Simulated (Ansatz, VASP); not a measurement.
## RbPd: VASP beside Ansatz

File INCAR:

```
PREC = Accurate
ENCUT = 600
EDIFF = 1E-6
ISMEAR = 0
SIGMA = 0.1
LREAL = F
LASPH = T
NELM = 80
ALGO = Normal
ISIF = 3
LWAVE = F
LCHARG = F
GGA = PE
IBRION = 2
NSW = 90
EDIFFG = -0.04
```

The input KPOINTS:

```
regular mesh
0
Gamma
  6 6 6
```

Contents of POSCAR:

```
RbPd
1.0
    0.0000000000      3.1148990200      3.1148990200
    3.1148990200      0.0000000000      3.1148990200
    3.1148990200      3.1148990200      0.0000000000
Rb Pd
1 1
Direct
    0.5000000000      0.5000000000      0.5000000000
    0.0000000000      0.0000000000      0.0000000000
```

Input for Ansatz:

```yaml
crystal:
  lattice:
    - [0.0, 3.11489902, 3.11489902]
    - [3.11489902, 0.0, 3.11489902]
    - [3.11489902, 3.11489902, 0.0]
  atoms:
    - { symbol: Rb, position: [0.5, 0.5, 0.5] }
    - { symbol: Pd, position: [0.0, 0.0, 0.0] }
basis:
  ecutwfc: 420
kpoints:
  mp_grid: { grid: [6, 6, 6] }
hamiltonian:
  xc: pbe
scf:
  occupations: { method: gaussian, width: 0.1 }
  lower_state_search: "off"
output:
  forces: true
  stress: true
  eigenvalues: true
relax:
  adjacent_minimum: "off"
  f_tol: 0.04
  max_steps: 70
  cell: { stress_tol: 0.4 }
```

Alike in both runs: task relaxation of cell and atoms; functional PBE; k mesh 6 × 6 × 6; occupations gaussian, width 0.1 eV; no spin polarisation.

|  | VASP | Ansatz |
| --- | --- | --- |
| version | VASP 6.6.1 | Ansatz 0.2.0 |
| potentials or method | VASP PAW PBE potentials, release 64 (Rb_sv, Pd) | scalar-relativistic, plane waves, PAW |
| plane-wave cutoff (eV) | 600 | 420 |
| valence electrons in the cell | 19 | 27 |

Ansatz gave:

| Item | Value |
| --- | --- |
| gap on the k mesh at the Fermi level, each at its own relaxed structure (eV) | none |
| relaxed volume (Å³/atom) | 36.46 |
| relaxed cell length with the largest relative difference (Å) | 4.689 |
| energy change over the relaxation (meV/atom) | -65 |

What did VASP give for the same quantities?

gap on the k mesh at the Fermi level, each at its own relaxed structure (eV): none; relaxed volume (Å³/atom): 37.67; relaxed cell length with the largest relative difference (Å): 4.741; energy change over the relaxation (meV/atom): -69.

A gap of «none» marks a metal or a gap that the smearing closes. The two sets of potentials don't hold the same shells in valence.

Caveats: the volume moved by over 15 % at a fixed basis, so the end points are rough.
